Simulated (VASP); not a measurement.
Wanted: the native input for a VASP 6.6.1 run.

* Task: single point
* Functional: LDA
* Potentials or basis: VASP PAW LDA potentials, release 64 (O, H, Li_sv)
* Cutoff: 520 eV
* k mesh: 1 × 1 × 1
* Occupations: fermi-dirac, width 0.02 eV
* Spin: no spin polarisation
* Dipole correction: no
* Further INCAR settings: LREAL = Auto; ALGO = Normal; EDIFF = 1e-07; NBANDS = 56

The structure of LiH17O9 lies in POSCAR:

```
LiH17O9
1.0
    6.5731380000      0.0000000000      0.0000000000
    0.0000000000      6.5731380000      0.0000000000
    0.0000000000      0.0000000000      6.5731380000
O H Li
9 17 1
Direct
    0.5288646001      0.3191778417      0.9451041496
    0.1425042347     -0.0063744288      0.0933952703
    0.3315920037      0.5951799582      0.3174587237
    0.6514848768      0.8252527180      0.2369948722
    0.4642531467      0.8002570462      0.8613085561
    1.1300082244      0.3134271637      0.4981943175
    0.9376495671      0.3209273866      1.1088159111
    0.1336500162      0.8969079913      0.4932651650
    0.1857408136      0.5052381374      0.9081963592
    0.3914568658      0.3982724842      0.9442674108
    0.5969599299      0.2982593702      0.8156074009
    0.0461879851      0.1214336288      0.1149679194
    0.1039381799     -0.0810876023     -0.0229570716
    0.2627055753      0.5690128520      0.1851474897
    0.2873209113      0.4664286677      0.3883381119
    0.7831267197      0.8470231418      0.3224030897
    0.5617256172      0.7351131225      0.3098063665
    0.3540774589      0.7023433861      0.9006352826
    0.5790993586      0.7860476990      0.9591613625
    1.0251724519      0.3418610715      0.4011630366
    1.1638733281      0.1638486823      0.4817181687
    1.0244117802      0.4315594774      1.0252333056
    0.7886035559      0.3522974871      1.0779934941
    0.1939712813      0.8708473791      0.6265956990
    0.1986570189      0.8077876959      0.3864364326
    0.1473268932      0.4576505164      0.7776498835
    0.4286993518      1.0533933716      0.0252543002
```

The cell was built by a generator and needn't be a form met in nature.

One way to write it, as run:

INCAR

```
PREC = Accurate ; ENCUT = 520
EDIFF = 1E-7 ; ISMEAR = -1
SIGMA = 0.02 ; LREAL = Auto
LASPH = True ; NELM = 100
ALGO = Normal ; ISIF = 2
LWAVE = False ; LCHARG = False
NBANDS = 56
```

KPOINTS

```
Automatic mesh
0
Gamma
  1 1 1
```

Potentials or basis: VASP PAW LDA potentials, release 64 (O, H, Li_sv).

Command:

```bash
$ cat potpaw_LDA.64/O/POTCAR potpaw_LDA.64/H/POTCAR potpaw_LDA.64/Li_sv/POTCAR > POTCAR
$ mpirun -np 1 vasp_gam > vasp.out
```

Results of the run:

The largest force is 3.314 eV/Å. The band gap on the k mesh is 4.09 eV, direct.

It took 18 s on 1 thread of AMD EPYC 9R45 (Zen 5), with other jobs on the host, peak memory 0.22 GiB.
